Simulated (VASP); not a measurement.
```
Tc
1.0
    1.36293    -2.36067     0.00000
    1.36293     2.36067     0.00000
    0.00000     0.00000     4.38001
Tc
2
Direct
  0.33333   0.66667   0.25000
  0.66667   0.33333   0.75000
```

Level of theory: SCAN meta-GGA, VASP's PBE PAW potentials (set 64) (plane waves; VASP). Settings: 520 eV cut-off, 17×17×9 Γ-centred mesh, tetrahedra with Blöchl corrections, potentials Tc_pv.

### Question
Predict the energy per atom (σ→0), band gap (over mesh and band path) with the smallest direct gap where there is one.

### Answer

```json
{
 "band gap (over mesh and band path)": "none (metal, semimetal or under 0.01 eV)",
 "energy per atom (σ→0)": "-35.068 eV/atom"
}
```

Total energies compare only between runs with the same potentials, cut-off and functional.

The compound is Tc in the hcp structure. It was relaxed first.
